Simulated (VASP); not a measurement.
Input of a VASP 6.6.1 run:

Contents of INCAR:

```
PREC = Accurate ; ENCUT = 520
EDIFF = 1E-7 ; ISMEAR = -1
SIGMA = 0.05 ; LREAL = False
LASPH = True ; NELM = 60
ALGO = Normal ; ISIF = 2
LWAVE = False ; LCHARG = False
GGA = PE ; NBANDS = 43
```

The input KPOINTS:

```
Automatic mesh
0
Gamma
  7 7 3
```

File POSCAR:

```
TlSnF
1.0
    4.5965180800      0.0000000000      0.0000000000
   -2.2982590400      3.9807014300      0.0000000000
    0.0000000000      0.0000000000      8.5112525400
Tl Sn F
2 2 2
Direct
    0.3333333300      0.6666666700      0.9154971500
    0.6666666700      0.3333333300      0.0845028500
    0.3333333300      0.6666666700      0.3047298500
    0.6666666700      0.3333333300      0.6952701500
    0.0000000000      0.0000000000      0.0000000000
    0.0000000000      0.0000000000      0.5000000000
```

Potentials or basis: VASP PAW PBE potentials, release 64 (Tl_d, Sn_d, F).

The run is started by

```bash
$ cat potpaw_PBE.64/Tl_d/POTCAR potpaw_PBE.64/Sn_d/POTCAR potpaw_PBE.64/F/POTCAR > POTCAR
$ mpirun -np 1 vasp_std > vasp.out
```

(1) What does it give for the pressure?

(2) Estimate the band gap on the k mesh.

Answers

(1) -0.5 GPa.

(2) none (metal or under the smearing width).
